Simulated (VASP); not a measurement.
Consider the following.

```yaml
crystal:
  lattice:
    - [-3.41664, 3.41664, 3.41664]
    - [3.41664, -3.41664, 3.41664]
    - [3.41664, 3.41664, -3.41664]
  atoms:
    - { symbol: Hf, position: [0.87500, 0.25000, 0.12500] }
    - { symbol: Hf, position: [0.75000, 0.37500, 0.62500] }
    - { symbol: Hf, position: [0.62500, 0.75000, 0.37500] }
    - { symbol: Hf, position: [0.25000, 0.12500, 0.87500] }
    - { symbol: Hf, position: [0.12500, 0.87500, 0.25000] }
    - { symbol: Hf, position: [0.37500, 0.62500, 0.75000] }
    - { symbol: N, position: [0.50000, 0.00000, 0.63366] }
    - { symbol: N, position: [0.00000, 0.13366, 0.50000] }
    - { symbol: N, position: [0.86634, 0.86634, 0.86634] }
    - { symbol: N, position: [0.13366, 0.50000, 0.00000] }
    - { symbol: N, position: [0.00000, 0.63366, 0.50000] }
    - { symbol: N, position: [0.50000, 0.00000, 0.13366] }
    - { symbol: N, position: [0.63366, 0.50000, 0.00000] }
    - { symbol: N, position: [0.36634, 0.36634, 0.36634] }
```

The numbers are results of PBE GGA, VASP's PBE PAW potentials (set 64) (plane waves; VASP), not measurements. Numerical set-up: LREAL = Auto, 400 eV cut-off, 5×5×5 Γ-centred mesh, Gaussian smearing of 0.020 eV, potentials Hf_pv N.

Unless said otherwise, spin-orbit coupling is left out, though it shifts the bands of the heavy elements here.

Problem. Give the energies of bands 42 to 55 at the high-symmetry points, in eV from the valence-band maximum.

Solution. 
| band | Γ | H | N | P |
|---|---|---|---|---|
| 42 | -1.57 | -2.41 | -2.40 | -2.59 |
| 43 | -1.57 | -2.41 | -2.22 | -2.59 |
| 44 | -1.57 | -2.41 | -2.22 | -2.59 |
| 45 | -1.30 | -1.83 | -1.93 | -1.71 |
| 46 | -1.30 | -1.83 | -1.93 | -1.71 |
| 47 | -1.30 | -0.52 | -1.55 | -1.71 |
| 48 | 0.00 | -0.52 | -1.55 | -1.71 |
| 49 | 0.00 | -0.52 | -0.78 | -1.34 |
| 50 | 0.00 | -0.52 | -0.78 | -1.34 |
| 51 | 1.07 | 3.50 | 2.40 | 2.64 |
| 52 | 1.07 | 3.50 | 2.40 | 2.64 |
| 53 | 1.71 | 3.50 | 2.54 | 3.01 |
| 54 | 1.71 | 3.50 | 2.54 | 3.01 |
| 55 | 1.71 | 3.50 | 3.36 | 3.01 |

The gap is direct, 1.07 eV, from the valence maximum at Γ to the conduction minimum at Γ.

The structure comes from a computed database's Hf3N4 entry, a phase known from measurement. The cell was not relaxed at this level.
